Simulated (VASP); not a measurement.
An input for Quantum ESPRESSO's pw.x (written as the equivalent of a VASP run, and not itself run):

```
&CONTROL
  calculation = 'scf'
  pseudo_dir = './pseudo'
  outdir = './out'
  tprnfor = .true.
  tstress = .true.
/
&SYSTEM
  ibrav = 0
  nat = 2
  ntyp = 2
  ecutwfc = 84
  occupations = 'smearing'
  smearing = 'gaussian'
  degauss = 0.003675
  input_dft = 'vdw-df-ob86'
/
&ELECTRONS
  conv_thr = 7.3e-09
  electron_maxstep = 100
/
ATOMIC_SPECIES
  K 39.098 K.upf
  F 18.998 F.upf
CELL_PARAMETERS angstrom
     0.0000000    2.6120134    2.6120134
     2.6120134    0.0000000    2.6120134
     2.6120134    2.6120134    0.0000000
ATOMIC_POSITIONS crystal
  K    0.0000000  0.0000000  0.0000000
  F    0.5000000  0.5000000  0.5000000
K_POINTS automatic
  9 9 9 0 0 0
```

Problem. Translate this input to VASP (INCAR, KPOINTS, POSCAR, choice of POTCAR).

Solution. Several could match; the one computed here: 
### POSCAR
```
KF
1
    0.0000000000     2.6120133690     2.6120133690
    2.6120133690     0.0000000000     2.6120133690
    2.6120133690     2.6120133690     0.0000000000
K F
1 1
Direct
  0.0000000000   0.0000000000   0.0000000000
  0.5000000000   0.5000000000   0.5000000000
```

File KPOINTS:
```
Automatic
0
Gamma
  9 9 9
0 0 0
```

INCAR:
```
! general
SYSTEM   = KF
PREC     = Accurate
ENCUT    = 520
LREAL    = .FALSE.
LASPH    = .TRUE.

! electronic loop
EDIFF    = 1E-7
NELM     = 100
ALGO     = Normal

! smearing
ISMEAR   = 0
SIGMA    = 0.05

! functional
GGA      = MK
LUSE_VDW = .TRUE.
AGGAC    = 0.0
PARAM1   = 0.1234
PARAM2   = 1.0

! ions
ISIF     = 2

! output
LWAVE    = .FALSE.
LCHARG   = .FALSE.
```

POTCAR, in this order: K_sv F (PBE.64 set). Program: vasp_std.

What does not carry over: the potentials are each code's own (VASP's PAW set, PseudoDojo norm-conserving files in pw.x), so ENCUT and ecutwfc are chosen apart and not converted; conv_thr bounds pw.x's estimated SCF error, while EDIFF bounds the energy change between steps.

The compound is KF in the rock salt structure. This cell is one point of a volume scan, at 0.94 of the reference volume.
